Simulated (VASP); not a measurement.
Level of theory: PBEsol GGA, VASP's PBE PAW potentials (set 64) (plane waves; VASP).

VASP input:

KPOINTS:
```
Automatic mesh
0
Gamma
18 18 10
0 0 0
```

**INCAR**
```
SYSTEM = Be
PREC = Accurate
ENCUT = 480
EDIFF = 1E-7
NELM = 100
ALGO = Normal
LREAL = .FALSE.
LASPH = .TRUE.
ISMEAR = 1
SIGMA = 0.1
GGA = PS
LWAVE = .FALSE.
LCHARG = .FALSE.
ISIF = 2
IBRION = 2
NSW = 30
EDIFFG = -0.01
```

File POSCAR:
```
Be
1
    1.0909728321    -1.9348250565     0.0000000000
    1.1692699315     1.9800299117     0.0000000000
    0.0000000000     0.0000000000     3.5509623198
Be
2
Direct
  0.3333330000   0.6666670000   0.2500000000
  0.6666670000   0.3333330000   0.7500000000
```

POTCAR, in this order: Be (PBE.64 set). Program: vasp_std.

The resulting files:

**OSZICAR**
```
       N       E                     dE             d eps       ncg     rms          rms(c)
DAV:   1    -0.356867015783E+01   -0.35687E+01   -0.17124E+03 11952   0.514E+02
DAV:   2    -0.798705507691E+01   -0.44184E+01   -0.42228E+01 18048   0.596E+01
DAV:   3    -0.801576574929E+01   -0.28711E-01   -0.28563E-01 15210   0.429E+00
DAV:   4    -0.801580142865E+01   -0.35679E-04   -0.35681E-04 17424   0.130E-01
DAV:   5    -0.801580148138E+01   -0.52731E-07   -0.52940E-07 14952   0.201E-03    0.126E+00
DAV:   6    -0.799213307872E+01    0.23668E-01   -0.28102E-03 13020   0.745E-01    0.764E-01
DAV:   7    -0.798222041670E+01    0.99127E-02   -0.40503E-03 13398   0.769E-01    0.163E-02
DAV:   8    -0.798221902430E+01    0.13924E-05   -0.16862E-05 18324   0.393E-02    0.648E-03
DAV:   9    -0.798221954617E+01   -0.52188E-06   -0.45883E-07 14340   0.587E-03    0.520E-04
DAV:  10    -0.798221958438E+01   -0.38205E-07   -0.12444E-09 10914   0.349E-04
   1 F= -.79822196E+01 E0= -.79822353E+01  d E =-.798222E+01
       N       E                     dE             d eps       ncg     rms          rms(c)
DAV:   1    -0.798308284885E+01   -0.86330E-03   -0.81362E-03 12168   0.693E-01    0.983E-03
DAV:   2    -0.798308446824E+01   -0.16194E-05   -0.23320E-05 17556   0.480E-02    0.564E-03
DAV:   3    -0.798308408552E+01    0.38271E-06   -0.55481E-07 14622   0.449E-03    0.356E-04
DAV:   4    -0.798308408008E+01    0.54380E-08   -0.76694E-09 12636   0.743E-04
   2 F= -.79830841E+01 E0= -.79830974E+01  d E =-.864496E-03
       N       E                     dE             d eps       ncg     rms          rms(c)
DAV:   1    -0.798369326939E+01   -0.60918E-03   -0.26198E-02 12156   0.124E+00    0.177E-02
DAV:   2    -0.798369852803E+01   -0.52586E-05   -0.75438E-05 17586   0.864E-02    0.102E-02
DAV:   3    -0.798369738123E+01    0.11468E-05   -0.18210E-06 14628   0.813E-03    0.639E-04
DAV:   4    -0.798369737398E+01    0.72425E-08   -0.25172E-08 15000   0.134E-03
   3 F= -.79836974E+01 E0= -.79837099E+01  d E =-.147779E-02
```

File OUTCAR:
```
------------------------ aborting loop because EDIFF is reached ----------------------------------------
  FORCE on cell =-STRESS in cart. coord.  units (eV):
  Direction    XX          YY          ZZ          XY          YZ          ZX
  --------------------------------------------------------------------------------------
  Total       -0.1415984      0.1112637      0.0929695     -0.4532413      0.0000000      0.0000000
  in kB      -14.4462775     11.3514443      9.4850098    -46.2409741      0.0000000      0.0000000
  external PRESSURE =       2.1300589 kB  Pullay stress =       0.0000000 kB
  volume of cell :       15.70
      direct lattice vectors                 reciprocal lattice vectors
     1.090972832 -1.934825057  0.000000000     0.447718185 -0.264391668  0.000000000
     1.169269931  1.980029912  0.000000000     0.437496604  0.246687372  0.000000000
     0.000000000  0.000000000  3.550962320     0.000000000  0.000000000  0.281613802
 POSITION                                       TOTAL-FORCE (eV/Angst)
 -----------------------------------------------------------------------------------
      1.15710      0.67299      0.88774         0.000775     -0.000939     -0.000000
      1.10314     -0.62778      2.66322        -0.000775      0.000939      0.000000
 -----------------------------------------------------------------------------------
    total drift:                                0.000000     -0.000000     -0.000000
  FREE ENERGIE OF THE ION-ELECTRON SYSTEM (eV)
  ---------------------------------------------------
  free  energy   TOTEN  =        -7.9836973740 eV

  energy  without entropy=       -7.9837348242  energy(sigma->0) =       -7.98370986

 reached required accuracy - stopping structural energy minimisation
```
(Selected blocks of OUTCAR.)

File CONTCAR:
```
Be
   1.00000000000000
     1.0909728321000001   -1.9348250565000000    0.0000000000000000
     1.1692699314999999    1.9800299117000000    0.0000000000000000
     0.0000000000000000    0.0000000000000000    3.5509623198000000
  Be
     2
Direct
     0.3401232346220213    0.6722458903276308    0.2500000000000000
     0.6598767653779788    0.3277541096723691    0.7500000000000000
```

The compound is Be in the hcp structure. This cell was strained or had an atom moved on purpose. Symmetry was kept, so distortions that lower it aren't found.
